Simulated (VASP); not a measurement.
Here is the system:

```
KF
1.0
    0.00000     2.69676     2.69676
    2.69676     0.00000     2.69676
    2.69676     2.69676     0.00000
K F
1 1
Direct
  0.00000   0.00000   0.00000
  0.50000   0.50000   0.50000
```

The numbers are results of PBE GGA, VASP's PBE PAW potentials (set 64) (plane waves; VASP 6.6.1), not measurements. Settings: 600 eV cut-off, 8×8×8 Γ-centred mesh, Gaussian smearing of 0.050 eV, potentials K_sv F.

**Question.** Estimate the energy per atom (σ→0), band gap (on the k-mesh) with the smallest direct gap where there is one.

**Answer.** 
The band gap (on the k-mesh) comes out as 6.02 eV and the smallest direct gap (on the k-mesh) is 6.02 eV. The energy per atom (σ→0) is -4.150 eV/atom.

The absolute energy has meaning only against runs of the same code, potentials and settings.

The compound is KF in the rock salt structure. This cell was strained or had an atom moved on purpose.
